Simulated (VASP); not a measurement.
```xyz
2
Lattice="1.4562 -2.5222 0.0000 1.4562 2.5222 0.0000 0.0000 0.0000 5.3772" Properties=species:S:1:pos:R:3 pbc="T T T"
Cd     1.4562     0.8407     1.3443
Cd     1.4562    -0.8407     4.0329
```

The numbers are results of MS2 meta-GGA, VASP's PBE PAW potentials (set 64) (plane waves; VASP 6.6.1), not measurements. Settings: 520 eV cut-off, 14×14×7 Γ-centred mesh, first-order Methfessel-Paxton smearing of 0.10 eV, potentials Cd.

Problem. The ions and cell shape at fixed volume are relaxed. What does this cell relax into?

Solution. 
```xyz
2
Lattice="1.4845 -2.5712 0.0000 1.4845 2.5712 0.0000 0.0000 0.0000 5.1743" Properties=species:S:1:pos:R:3 pbc="T T T"
Cd     1.4845     0.8571     1.2936
Cd     1.4845    -0.8571     3.8807
```
Space group P6_3/mmc (194), at a tolerance of 0.03 Å.

Problem. How much energy does the relaxation gain?

Solution. The energy (σ→0) changes by -8.7 meV/atom, in 6 ionic steps.

```tsv
step	E(σ→0) (eV)	max force (eV/Å)	pressure (GPa)	volume (Å³)
1	4.3066	0.000	4.87	39.50
2	4.2952	0.000	4.37	39.50
3	4.2907	0.000	4.07	39.50
4	4.2917	0.000	3.77	39.50
5	4.2892	0.000	3.87	39.50
6	4.2891	0.000	3.89	39.50
```

The compound is Cd in the hcp structure. This cell is one point of a volume scan, at 0.94 of the reference volume. Symmetry was kept, so distortions that lower it aren't found.
